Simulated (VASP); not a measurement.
These are TPSS meta-GGA, VASP's PBE PAW potentials (set 64) (plane waves; VASP) values and carry that method's errors.

A VASP calculation is set up with these files.

KPOINTS:
```
Automatic mesh
0
Gamma
15 15 15
0 0 0
```

File POSCAR:
```
V
1
   -1.5150000000     1.5150000000     1.5150000000
    1.5150000000    -1.5150000000     1.5150000000
    1.5150000000     1.5150000000    -1.5150000000
V
1
Direct
  0.0000000000   0.0000000000   0.0000000000
```

**INCAR**
```
METAGGA = TPSS
ENCUT = 520   ! plane-wave cut-off (eV)
LMIXTAU = .TRUE.
EDIFFG = -0.01   ! ionic stop
LCHARG = .FALSE.
LMAXMIX = 4   ! l cut-off of mixed one-centre charges
NSW = 60   ! most ionic steps
ISIF = 3
LASPH = .TRUE.   ! aspherical one-centre terms
LWAVE = .FALSE.
ISMEAR = 1   ! Methfessel-Paxton
ALGO = Normal
LREAL = .FALSE.   ! projection in real space or not
IBRION = 2   ! conjugate gradients
EDIFF = 1E-6
NELM = 100
PREC = Accurate
SYSTEM = V
SIGMA = 0.1   ! width (eV)
```

POTCAR, in this order: V_sv (PBE.64 set). Program: vasp_std.

Energy and stress use the plane-wave basis of the starting cell.

**Question.** What does the run give for the energy per atom (σ→0), volume per atom, band gap (on the k-mesh)?

**Answer.** 
```
Property                                                     Value
------------------------  ----------------------------------------
energy per atom (σ→0)                              -16.272 eV/atom
band gap (on the k-mesh)  none (metal, semimetal or under 0.01 eV)
volume per atom                                      13.10 Å³/atom
```

### OSZICAR
```
...
       N       E                     dE             d eps       ncg     rms          rms(c)
DAV:   1    -0.162720829541E+02   -0.30025E-03   -0.66324E-03  2400   0.148E+00    0.198E-01
DAV:   2    -0.162717752770E+02    0.30768E-03   -0.12947E-03  2406   0.556E-01    0.370E-02
DAV:   3    -0.162717870676E+02   -0.11791E-04   -0.76502E-06  2400   0.506E-02    0.212E-02
DAV:   4    -0.162717828502E+02    0.42173E-05   -0.94206E-06  2386   0.514E-02    0.722E-03
DAV:   5    -0.162717901190E+02   -0.72688E-05   -0.76277E-06  2400   0.525E-02    0.220E-03
DAV:   6    -0.162717897282E+02    0.39088E-06   -0.88722E-08  1200   0.509E-03
   4 F= -.16271790E+02 E0= -.16272192E+02  d E =-.272619E-01
```

The compound is V in the bcc structure. This run relaxes it. Symmetry was kept, so distortions that lower it aren't found. The run is not spin-polarised, so no magnetic state was tried.
